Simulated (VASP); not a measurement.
# Na3TeH (Pm-3m) in VASP: further runs

The runs below take Na3TeH through relaxation of cell and atoms, with RPBE, AM05, PBE+D3(BJ).

Everything below comes from runs of VASP 6.6.1. Logs are shortened: lines on timing, memory, paths and dates and some standing lists are left out, and cuts for length are marked.

### Step 1. The structure

The structure is cubic, space group Pm-3m (No. 221). The conventional cell has a = 4.767 Å, b = 4.767 Å, c = 4.767 Å, α = 90.00°, β = 90.00°, γ = 90.00°. Na (site symmetry 4/mmm) has 2 H at 2.38 Å as nearest neighbours. Te (site symmetry m-3m) is surrounded by 12 Na at 3.37 Å. Around H (site symmetry m-3m) lie 6 Na at 2.38 Å.

The cell was built by a generator and needn't be a form met in nature.

### Step 2. Relaxation of cell and atoms, RPBE

INCAR

```
SYSTEM = Na3TeH
ALGO     = Normal         ! electronic algorithm
EDIFF    = 1E-6           ! SCF threshold, eV
EDIFFG   = -0.01          ! ionic threshold
ENCUT    = 600            ! plane-wave cutoff, eV
GGA      = RP             ! functional
IBRION   = 2              ! ionic algorithm
ISIF     = 3              ! what is computed and relaxed
ISMEAR   = 0              ! smearing method
LASPH    = .TRUE.         ! aspherical terms in the spheres
LCHARG   = .FALSE.        ! write CHGCAR
LREAL    = .FALSE.        ! projectors in reciprocal space
LWAVE    = .FALSE.        ! write WAVECAR
NELM     = 80             ! most SCF steps
NSW      = 90             ! ionic steps
PREC     = Accurate       ! precision mode
SIGMA    = 0.03           ! smearing width, eV
```

KPOINTS

```
k-points
0
G
  6 6 6
  0 0 0
```

POSCAR

```
Na3TeH
1.0
    4.7671700000      0.0000000000      0.0000000000
    0.0000000000      4.7671700000      0.0000000000
    0.0000000000      0.0000000000      4.7671700000
Na Te H
3 1 1
Direct
    0.5000000000      0.0000000000      0.5000000000
    0.0000000000      0.5000000000      0.5000000000
    0.5000000000      0.5000000000      0.0000000000
    0.0000000000      0.0000000000      0.0000000000
    0.5000000000      0.5000000000      0.5000000000
```

Potentials or basis: VASP PAW PBE potentials, release 64 (Na_pv, Te, H).

Command:

```console
$ cat potpaw_PBE.64/Na_pv/POTCAR potpaw_PBE.64/Te/POTCAR potpaw_PBE.64/H/POTCAR > POTCAR
$ mpirun -np 1 vasp_std > vasp.out
```

OUTCAR:

```text
SYSTEM = Na3TeH
   EDIFF = 1E-6
   EDIFFG = -0.01
   ENCUT = 600
   GGA = RP
   IBRION = 2
   ISIF = 3
   ISMEAR = 0
   LASPH = .TRUE.
   LREAL = .FALSE.
   NELM = 80
   NSW = 90
   PREC = Accurate

 ion  position               nearest neighbor table
   1  0.500  0.000  0.500-
   2  0.000  0.500  0.500-
   3  0.500  0.500  0.000-
   4  0.000  0.000  0.000-
   5  0.500  0.500  0.500-

  LATTYP: Found a simple cubic cell.
 ALAT       =     4.7671700000

  Lattice vectors:

 A1 = (   4.7671700000,   0.0000000000,   0.0000000000)
 A2 = (   0.0000000000,   4.7671700000,   0.0000000000)
 A3 = (   0.0000000000,   0.0000000000,   4.7671700000)

Analysis of symmetry for initial positions (statically):
=====================================================================
 Subroutine PRICEL returns:
 Original cell was already a primitive cell.

 Routine SETGRP: Setting up the symmetry group for a
 simple cubic supercell.

 Subroutine GETGRP returns: Found 48 space group operations
 (whereof 48 operations were pure point group operations)
 out of a pool of 48 trial point group operations.

The static configuration has the point symmetry O_h .

Analysis of symmetry for dynamics (positions and initial velocities):
=====================================================================
 Subroutine PRICEL returns:
 Original cell was already a primitive cell.

 Routine SETGRP: Setting up the symmetry group for a
 simple cubic supercell.

 Subroutine GETGRP returns: Found 48 space group operations
 (whereof 48 operations were pure point group operations)
 out of a pool of 48 trial point group operations.

The dynamic configuration has the point symmetry O_h .

 Subroutine INISYM returns: Found 48 space group operations
 (whereof 48 operations are pure point group operations),
 and found     1 'primitive' translations

----------------------------------------------------------------------------------------

                                     Primitive cell

  volume of cell :     108.3383

  direct lattice vectors                    reciprocal lattice vectors
     4.767170000  0.000000000  0.000000000     0.209768059  0.000000000  0.000000000
     0.000000000  4.767170000  0.000000000     0.000000000  0.209768059  0.000000000
     0.000000000  0.000000000  4.767170000     0.000000000  0.000000000  0.209768059

  length of vectors
     4.767170000  4.767170000  4.767170000     0.209768059  0.209768059  0.209768059

  position of ions in fractional coordinates (direct lattice)
     0.500000000  0.000000000  0.500000000
     0.000000000  0.500000000  0.500000000
     0.500000000  0.500000000  0.000000000
     0.000000000  0.000000000  0.000000000
     0.500000000  0.500000000  0.500000000

  ion indices of the primitive-cell ions
   primitive index   ion index
                 1           1
                 2           2
                 3           3
                 4           4
                 5           5

----------------------------------------------------------------------------------------

 KPOINTS: k-points

Automatic generation of k-mesh.
 Grid dimensions read from file:
 generate k-points for:    6    6    6

 Generating k-lattice:

  Cartesian coordinates                     Fractional coordinates (reciprocal lattice)
     0.034961343  0.000000000  0.000000000     0.166666667  0.000000000  0.000000000
     0.000000000  0.034961343  0.000000000     0.000000000  0.166666667  0.000000000
     0.000000000  0.000000000  0.034961343     0.000000000  0.000000000  0.166666667

  Length of vectors
     0.034961343  0.034961343  0.034961343

  Shift w.r.t. Gamma in fractional coordinates (k-lattice)
     0.000000000  0.000000000  0.000000000

 Subroutine IBZKPT returns following result:
 ===========================================

 Found     20 irreducible k-points:

 Following reciprocal coordinates:
            Coordinates               Weight
  0.000000  0.000000  0.000000      1.000000
  0.166667  0.000000  0.000000      6.000000
  0.333333  0.000000  0.000000      6.000000
  0.500000  0.000000  0.000000      3.000000
  0.166667  0.166667  0.000000     12.000000
  0.333333  0.166667  0.000000     24.000000
[... 12 lines left out ...]
  0.500000  0.500000  0.333333      6.000000
  0.500000  0.500000  0.500000      1.000000
   k-points           NKPTS =     20   k-points in BZ     NKDIM =     20   number of bands    NBANDS=     18
   number of dos      NEDOS =    301   number of ions     NIONS =      5
   total plane-waves  NPLWV =  64000
   dimension x,y,z NGX =    40 NGY =   40 NGZ =   40
   dimension x,y,z NGXF=    80 NGYF=   80 NGZF=   80
   ions per type =               3   1   1
   NGX,Y,Z   is equivalent  to a cutoff of  13.95, 13.95, 13.95 a.u.
   NGXF,Y,Z  is equivalent  to a cutoff of  27.90, 27.90, 27.90 a.u.
 SYSTEM =  Na3TeH
   PREC   = accura    normal or accurate (medium, high low for compatibility)
   ISTART =      0    job   : 0-new  1-cont  2-samecut
   ICHARG =      2    charge: 1-file 2-atom 10-const
   ISPIN  =      1    spin polarized calculation?
   LNONCOLLINEAR =      F non collinear calculations
   LSORBIT =      F    spin-orbit coupling
   LASPH  =      T    aspherical Exc in radial PAW
   ENCUT  =  600.0 eV  44.10 Ry    6.64 a.u.   9.52  9.52  9.52*2*pi/ulx,y,z
   NELM   =     80;   NELMIN=  2; NELMDL= -5     # of ELM steps
   EDIFF  = 0.1E-05   stopping-criterion for ELM
   LREAL  =      F    real-space projection
   EDIFFG = -.1E-01   stopping-criterion for IOM
   NSW    =     90    number of steps for IOM
   IBRION =      2    ionic relax: 0-MD 1-quasi-New 2-CG
   NFREE  =      1    steps in history (QN), initial steepest desc. (CG)
   ISIF   =      3    stress and relaxation
   ISYM   =      2    0-nonsym 1-usesym 2-fastsym
   POTIM  = 0.5000    time-step for ionic-motion
   TEBEG  =    0.0;   TEEND  =   0.0 temperature during run
   PSTRESS=    0.0 pullay stress
   NELECT =      28.0000    total number of electrons
   NUPDOWN=      -1.0000    fix difference up-down
   EMIN   =  10.00;   EMAX   =-10.00  energy-range for DOS
   EFERMI =   0.00;   METHOD = LEGACY
   ISMEAR =     0;   SIGMA  =   0.03  broadening in eV -4-tet -1-fermi 0-gaus
   EFERMI_NEDOS =   21; number of points for ismear=-14 and -15
   IALGO  =     38    algorithm
   IMIX   =      4    mixing-type and parameters
     AMIX     =   0.40;   BMIX     =  1.00
     AMIX_MAG =   1.60;   BMIX_MAG =  1.00
  volume/ion in A,a.u.               =      21.67       146.22
  Fermi-wavevector in a.u.,A,eV,Ry     =   1.042798  1.970603 14.795352  1.087428
  Thomas-Fermi vector in A             =   2.177479
   LORBIT       =      0    0 simple, 1 ext, 2 COOP (PROOUT), +10 PAW based schemes
   GGA     = RP    functional components
   LHFCALC =     F    Hartree Fock is set to
   AEXX    =    0.0000 exact exchange contribution
   IVDW    =     0    specifies the selected vdW correction
   LEPSILON=     F    determine dielectric tensor
   LRPA    =     F    only Hartree local field effects (RPA)
 conjugate gradient relaxation of ions
 non-spin polarized calculation
 Gauss-broadening in eV      SIGMA  =   0.03
  energy-cutoff  :      600.00
  volume of cell :      108.34
 maximum number of plane-waves:      3695
 NGX is ok and might be reduce to    40
   NGX = 19   NGY = 19   NGZ = 19

--------------------------------------- Ionic step        1  -------------------------------------------

 number of electron      27.9999987 magnetization

 Free energy of the ion-electron system (eV)
  ---------------------------------------------------
  ext. energy  EPLUGINS =         0.00000000
  ---------------------------------------------------
  free energy    TOTEN  =       -12.95688383 eV

  energy without entropy =      -12.95688383  energy(sigma->0) =      -12.95688383

------------------------ aborting loop because EDIFF is reached ----------------------------------------

  FORCE on cell =-STRESS in cart. coord.  units (eV):
  Direction    XX          YY          ZZ          XY          YZ          ZX
  --------------------------------------------------------------------------------------
  -------------------------------------------------------------------------------------
  Total        0.7875654      0.7875654      0.7875654     -0.0000000     -0.0000000     -0.0000000
  in kB       11.6470328     11.6470328     11.6470328     -0.0000000     -0.0000000     -0.0000000
  external PRESSURE =      11.6470328 kB  Pullay stress =       0.0000000 kB

 VOLUME and BASIS-vectors are now :
 -----------------------------------------------------------------------------
  energy-cutoff  :      600.00
  volume of cell :      108.34
      direct lattice vectors                 reciprocal lattice vectors
     4.767170000  0.000000000  0.000000000     0.209768059  0.000000000  0.000000000
     0.000000000  4.767170000  0.000000000     0.000000000  0.209768059  0.000000000
     0.000000000  0.000000000  4.767170000     0.000000000  0.000000000  0.209768059
[... 40 lines left out ...]
 POSITION                                       TOTAL-FORCE (eV/Angst)
 -----------------------------------------------------------------------------------
      2.40170      0.00000      2.40170        -0.000000      0.000000      0.000000
      0.00000      2.40170      2.40170        -0.000000      0.000000      0.000000
      2.40170      2.40170     -0.00000         0.000000     -0.000000      0.000000
      0.00000      0.00000      0.00000         0.000000     -0.000000      0.000000
      2.40170      2.40170      2.40170         0.000000     -0.000000      0.000000
 -----------------------------------------------------------------------------------
    total drift:                               -0.000000      0.000000     -0.000000

  FREE ENERGIE OF THE ION-ELECTRON SYSTEM (eV)
  ---------------------------------------------------
  free  energy   TOTEN  =       -12.9704910993 eV

  energy  without entropy=      -12.9704910993  energy(sigma->0) =      -12.97049110

--------------------------------------- Ionic step        3  -------------------------------------------

 number of electron      28.0000035 magnetization

 Free energy of the ion-electron system (eV)
  ---------------------------------------------------
  ext. energy  EPLUGINS =         0.00000000
  ---------------------------------------------------
  free energy    TOTEN  =       -12.97588358 eV

  energy without entropy =      -12.97588358  energy(sigma->0) =      -12.97588358

 E-fermi :   1.5012     XC(G=0):  -7.7768

 val. band max:        1.3546757950   @ k =   0.5000   0.5000   0.0000
 cond. band min:       3.9791230039   @ k =   0.5000   0.0000   0.0000
 fundamental gap:      2.6244472088
 Fermi energy:         1.5011990803

 k-point     1 :       0.0000    0.0000    0.0000
  band No.  band energies     occupation
      1     -22.0107      2.00000
      2     -22.0107      2.00000
      3     -22.0107      2.00000
      4     -21.9831      2.00000
      5     -21.9831      2.00000
      6     -21.9831      2.00000
[... 10 lines left out ...]
     17       5.5430      0.00000
     18       8.0025      0.00000
[... 419 lines left out ...]
 POSITION                                       TOTAL-FORCE (eV/Angst)
 -----------------------------------------------------------------------------------
      2.42248      0.00000      2.42248        -0.000000      0.000000      0.000000
      0.00000      2.42248      2.42248        -0.000000      0.000000      0.000000
      2.42248      2.42248     -0.00000         0.000000     -0.000000      0.000000
      0.00000      0.00000      0.00000         0.000000     -0.000000      0.000000
      2.42248      2.42248      2.42248         0.000000     -0.000000      0.000000
 -----------------------------------------------------------------------------------
    total drift:                               -0.000000      0.000000     -0.000000

  FREE ENERGIE OF THE ION-ELECTRON SYSTEM (eV)
  ---------------------------------------------------
  free  energy   TOTEN  =       -12.9758835783 eV

  energy  without entropy=      -12.9758835783  energy(sigma->0) =      -12.97588358

 reached required accuracy - stopping structural energy minimisation
```

Wall time 41 s (1 thread of Intel Xeon 6975P-C (Granite Rapids), shared host); peak memory 0.27 GiB.

What came out:

```yaml
Free_energy: -12.9759 eV
Relaxed_volume: 22.75 Å³/atom
Relaxed_cell: a = 4.845 Å, b = 4.845 Å, c = 4.845 Å, α = 90.00°, β = 90.00°, γ = 90.00°
Space_group_after_relaxing_to_0.05_Å: Pm-3m (No. 221)
Energy_gained_by_relaxing: 3.8 meV/atom
Ionic_steps: 3
Pressure_after_relaxing: 0.0 GPa
Band_gap_on_the_k_mesh: 2.62 eV, indirect (least direct gap 2.79 eV)
```

The path:
| step | energy change (eV) | largest force (eV/Å) | pressure (GPa) | volume (Å³) |
| --- | --- | --- | --- | --- |
| 1 | 0.0000 | 0.0000 | 1.16 | 108.34 |
| 2 | -0.0136 | 0.0000 | 0.59 | 110.83 |
| 3 | -0.0190 | 0.0000 | 0.00 | 113.73 |

Final structure:
```yaml
crystal:
  lattice:
    - [4.84496, 0.00000, 0.00000]
    - [0.00000, 4.84496, 0.00000]
    - [0.00000, 0.00000, 4.84496]
  atoms:
    - { symbol: Na, position: [0.50000, 0.00000, 0.50000] }
    - { symbol: Na, position: [0.00000, 0.50000, 0.50000] }
    - { symbol: Na, position: [0.50000, 0.50000, 0.00000] }
    - { symbol: Te, position: [0.00000, 0.00000, 0.00000] }
    - { symbol: H, position: [0.50000, 0.50000, 0.50000] }
```

Caveat: the PAW data sets were made with another functional, which shifts forces and pressure a little; spin-orbit coupling is left out, which moves the levels of the heavy elements. A k mesh can miss the band edges.

(Part 1 of 3 ends here.)
